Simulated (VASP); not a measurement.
Given:

```
BaTiO3
1.0
    3.99290     0.00000     0.00000
    0.00000     3.99290     0.00000
    0.00000     0.00000     3.99290
Ba Ti O
1 1 3
Direct
  0.00000   0.00000   0.00000
  0.50000   0.50000   0.50000
  0.50000   0.00000   0.50000
  0.00000   0.50000   0.50000
  0.50000   0.50000   0.00000
```

Computed with PBE GGA, VASP's PBE PAW potentials (set 64) (plane waves; VASP). Numerical set-up: 620 eV cut-off, 6×6×6 Γ-centred mesh, Gaussian smearing of 0.050 eV, potentials Ba_sv Ti_sv O.

Energy and stress use the plane-wave basis of the starting cell.

### Question
The ions, cell shape and volume at an external pressure of 10.0 GPa are relaxed. Predict the relaxed structure.

### Answer

```
BaTiO3
1.0
    3.95894     0.00000     0.00000
    0.00000     3.95894     0.00000
    0.00000     0.00000     3.95894
Ba Ti O
1 1 3
Direct
  0.00000   0.00000   0.00000
  0.50000   0.50000   0.50000
  0.50000   0.00000   0.50000
  0.00000   0.50000   0.50000
  0.50000   0.50000   0.00000
```
Space group Pm-3m (221), at a tolerance of 0.03 Å.

### Question
How do energy and volume change from the first to the last step?

### Answer
The energy (σ→0) changes by +14.9 meV/atom and the volume by -2.5 %, in 3 ionic steps.

```tsv
step	E(σ→0) (eV)	max force (eV/Å)	pressure (GPa)	volume (Å³)
1	-39.9613	0.000	5.01	63.66
2	-39.7217	0.000	17.07	60.08
3	-39.8867	0.000	9.97	62.05
```

The compound is BaTiO3 in the cubic perovskite structure, the ideal cubic form; the compound distorts at low or room temperature. This run relaxes it under an external pressure of 10 GPa. Symmetry was kept, so distortions that lower it aren't found.
